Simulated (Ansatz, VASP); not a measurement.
# One calculation of Si5Cl, two programs

The input INCAR:

```
SYSTEM = Si5Cl
PREC = Accurate ; ENCUT = 600
EDIFF = 1E-6 ; ISMEAR = 0
SIGMA = 0.1 ; LREAL = .False.
LASPH = .True. ; NELM = 100
ALGO = Normal ; ISIF = 3
LWAVE = .False. ; LCHARG = .False.
GGA = PE ; IBRION = 2
NSW = 100 ; EDIFFG = -0.01
```

Contents of KPOINTS:

```
Automatic mesh
0
Gamma
  12 12 10
  0 0 0
```

Contents of POSCAR:

```
Si5Cl
1.0
    5.3647509600      0.0000000000      0.0000000000
   -2.6823754800      4.6460106200      0.0000000000
    0.0000000000      0.0000000000      4.2863486600
Si Cl
5 1
Direct
    0.3333333300      0.6666666700      0.0000000000
    0.6666666700      0.3333333300      0.0000000000
    0.5000000000      0.0000000000      0.5000000000
    0.5000000000      0.5000000000      0.5000000000
    0.0000000000      0.5000000000      0.5000000000
    0.0000000000      0.0000000000      0.0000000000
```

Input for Ansatz:

```yaml
crystal:
  lattice:
    - [5.36475096, 0.0, 0.0]
    - [-2.68237548, 4.64601062, 0.0]
    - [0.0, 0.0, 4.28634866]
  atoms:
    - { symbol: Si, position: [0.33333333, 0.66666667, 0.0] }
    - { symbol: Si, position: [0.66666667, 0.33333333, 0.0] }
    - { symbol: Si, position: [0.5, 0.0, 0.5] }
    - { symbol: Si, position: [0.5, 0.5, 0.5] }
    - { symbol: Si, position: [0.0, 0.5, 0.5] }
    - { symbol: Cl, position: [0.0, 0.0, 0.0] }
basis:
  ecutwfc: 420
kpoints:
  mp_grid: { grid: [12, 12, 10] }
hamiltonian:
  xc: pbe
scf:
  occupations: { method: gaussian, width: 0.1 }
output:
  forces: true
  stress: true
  eigenvalues: true
relax:
  adjacent_minimum: "off"
  f_tol: 0.01
  max_steps: 80
  cell: { stress_tol: 0.05 }
```

Change from the starting cell: species swapped into the EuNi5 type (P6/mmm, No. 191).

Alike in both runs: task relaxation of cell and atoms; functional PBE; k mesh 12 × 12 × 10; occupations gaussian, width 0.1 eV; no spin polarisation.

|  | VASP | Ansatz |
| --- | --- | --- |
| version | VASP 6.6.1 | Ansatz 0.2.0 |
| potentials or method | VASP PAW PBE potentials, release 64 (Si, Cl) | scalar-relativistic, plane waves, PAW |
| plane-wave cutoff (eV) | 600 | 420 |
| valence electrons in the cell | 27 | 27 |

VASP gave:

| Item | Value |
| --- | --- |
| gap on the k mesh at the Fermi level, each at its own relaxed structure (eV) | none |
| relaxed volume (Å³/atom) | 16.89 |
| relaxed cell length with the largest relative difference (Å) | 5.257 |
| energy change over the relaxation (meV/atom) | -10 |

Q: Which values does Ansatz return?

A: gap on the k mesh at the Fermi level, each at its own relaxed structure (eV): none; relaxed volume (Å³/atom): 16.89; relaxed cell length with the largest relative difference (Å): 5.256; energy change over the relaxation (meV/atom): -10.

A gap of «none» marks a metal or a gap that the smearing closes.

Caveats: an odd number of electrons without spin polarisation forces a metal; a magnetic or distorted state may lie lower.
